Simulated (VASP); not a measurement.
An input for Quantum ESPRESSO's pw.x (written as the equivalent of a VASP run, and not itself run):

```
&CONTROL
  calculation = 'vc-relax'
  pseudo_dir = './pseudo'
  outdir = './out'
  tprnfor = .true.
  tstress = .true.
  nstep = 40
  forc_conv_thr = 0.00078
/
&SYSTEM
  ibrav = 0
  nat = 3
  ntyp = 2
  ecutwfc = 84
  occupations = 'smearing'
  smearing = 'gaussian'
  degauss = 0.003675
  input_dft = 'pbe'
/
&ELECTRONS
  conv_thr = 7.3e-08
  electron_maxstep = 100
/
&IONS
/
&CELL
  press = 450
/
ATOMIC_SPECIES
  Mg 24.305 Mg.upf
  I 126.904 I.upf
CELL_PARAMETERS angstrom
     1.7273916   -2.9918653    0.0000000
     1.7273916    2.9918653   -0.0000000
     0.0000000    0.0000000    5.7683990
ATOMIC_POSITIONS crystal
  Mg   0.0000000  0.0000000  0.0000000
  I    0.3333330  0.6666670  0.2842000
  I    0.6666670  0.3333330  0.7158000
K_POINTS automatic
  7 7 4 0 0 0
```

### Question
Translate this input to VASP (INCAR, KPOINTS, POSCAR, choice of POTCAR).

### Answer
One answer among several that fit: 
INCAR:
```
SYSTEM = MgI2
PREC = Accurate; ENCUT = 500; LREAL = .FALSE.
LASPH = .TRUE.
EDIFF = 1E-6; NELM = 100; ALGO = Normal
LMAXMIX = 4
ISMEAR = 0; SIGMA = 0.05
GGA = PE
IBRION = 2; NSW = 40; ISIF = 3
EDIFFG = -0.02; PSTRESS = 450
LWAVE = .FALSE.; LCHARG = .FALSE.
```

### POSCAR
```
MgI2
1
    1.7273916142    -2.9918653352     0.0000000000
    1.7273916142     2.9918653352    -0.0000000000
    0.0000000000     0.0000000000     5.7683989915
Mg I
1 2
Direct
  0.0000000000   0.0000000000   0.0000000000
  0.3333330000   0.6666670000   0.2842000379
  0.6666670000   0.3333330000   0.7157999621
```

File KPOINTS:
```
kpoints
0
Gamma
 7 7 4
0 0 0
```

POTCAR, in this order: Mg I (PBE.64 set). Program: vasp_std.

The two are equivalent in intent, not identical: the potentials are each code's own (VASP's PAW set, PseudoDojo norm-conserving files in pw.x), so ENCUT and ecutwfc are chosen apart and not converted; conv_thr bounds pw.x's estimated SCF error, while EDIFF bounds the energy change between steps; forc_conv_thr acts on force components and is met together with etot_conv_thr.

The compound is MgI2 in the 1T layered structure. It was relaxed first under an external pressure of 45 GPa.
